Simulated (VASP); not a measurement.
Here is the system:

```
InP
1.0
    3.17911     0.00000     0.00000
    0.00000     3.17911     0.00000
    0.00000     0.00000     3.17911
In P
1 1
Cartesian
  0.00000   0.00000   0.00000
  1.58955   1.58955   1.58955
```

Calculation: PBE GGA, VASP's PBE PAW potentials (set 64) (plane waves; VASP). Settings: 300 eV cut-off, 8×8×8 Γ-centred mesh, Fermi-Dirac smearing of 0.10 eV, potentials In_d P.

At this cut-off the stress carries a Pulay error, which pulls relaxed volumes low. Unless said otherwise, spin-orbit coupling is left out, though it shifts the bands of the heavy elements here.

Question: Estimate the energy per atom (σ→0), pressure, band gap (on the k-mesh) with the smallest direct gap where there is one.

Answer: 
```
Item                                                         Value
------------------------  ----------------------------------------
band gap (on the k-mesh)  none (metal, semimetal or under 0.01 eV)
energy per atom (σ→0)                           -317.8 kJ/mol-atom
pressure                                                272.6 kbar
```

Only differences to runs with the same potentials and settings are physical.

The structure was generated: InP was put into an ordered model structure, which need not be its known phase. The cell was not relaxed at this level.
